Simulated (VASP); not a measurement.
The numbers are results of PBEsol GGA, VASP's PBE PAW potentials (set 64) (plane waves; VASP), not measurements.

Input for VASP

### INCAR
```
! general
SYSTEM  = MnO2
PREC    = Accurate
ENCUT   = 620   ! plane-wave cut-off (eV)
LREAL   = F   ! projection in real space or not
LASPH   = T   ! aspherical one-centre terms

! electronic loop
EDIFF   = 1E-6   ! SCF stop (eV)
NELM    = 100   ! most electronic steps
ALGO    = Normal   ! blocked Davidson
LMAXMIX = 4   ! l cut-off of mixed one-centre charges

! smearing
ISMEAR  = 1   ! Methfessel-Paxton
SIGMA   = 0.1   ! width (eV)

! functional
GGA     = PS

! spin
ISPIN   = 2
MAGMOM  = 2.4 -2.4 -0.0 2*0.0 -0.0

! ions
IBRION  = 2
NSW     = 40
ISIF    = 3
EDIFFG  = -0.02
PSTRESS = 450   ! kbar

! output
LWAVE   = F
LCHARG  = F
LORBIT  = 10
```

**KPOINTS**
```
kpoints
0
gamma
 7 7 11
0 0 0
```

File POSCAR:
```
MnO2
1.0
  4.1739998989   0.0000000000   0.0000000000
  0.0000000000   4.1739998989   0.0000000000
  0.0000000000   0.0000000000   2.7199299769
Mn O
2 4
direct
  0.0000000000   0.0000000000   0.0000000000
  0.5000000000   0.5000000000   0.5000000000
  0.3005137915   0.3005137915   1.0000000000
  0.8005137915   0.1994862085   0.5000000000
  0.1994862085   0.8005137915   0.5000000000
  0.6994862085   0.6994862085   0.0000000000
```

POTCAR, in this order: Mn_pv O (PBE.64 set). Program: vasp_std.

Task: What will the output report for the number of irreducible k-points (NKPTS), largest plane-wave count, number of space-group operations, FFT grid (NGX, NGY, NGZ)?

Result: 
```yaml
number of irreducible k-points (NKPTS): 60
largest_plane_wave_count: 1679
number_of_space_group_operations: 16
FFT grid (NGX, NGY, NGZ): 36 × 36 × 24
```

The compound is MnO2 in the rutile structure. It was relaxed first under an external pressure of 45 GPa.
